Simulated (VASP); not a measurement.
Data:

```
CELL_PARAMETERS angstrom
      0.00000     3.24000     3.24000
      3.24000     0.00000     3.24000
      3.24000     3.24000     0.00000
ATOMIC_POSITIONS crystal
  Cd 0.00000 0.00000 0.00000
  Te 0.25000 0.25000 0.25000
```
Cell charge +0.5.

The numbers are results of PBE GGA, VASP's PBE PAW potentials (set 64) (plane waves; VASP 6.6.1), not measurements. Numerical set-up: NELECT = 17.5, 400 eV cut-off, 6×6×6 Γ-centred mesh, Gaussian smearing of 0.050 eV, potentials Cd Te.

The cell is charged, with a uniform compensating background.

Q: Give the stress tensor in GPa (positive for a compressed cell).

A: 
```
-7.44   0.00   0.00
 0.00  -7.44   0.00
 0.00   0.00  -7.44
```
The pressure is its mean diagonal, -7.44 GPa.

The compound is CdTe in the zinc blende structure. The cell was not relaxed at this level. The run is one of a series of settings (NELECT = 17.5 against the base run), some of them coarse on purpose.
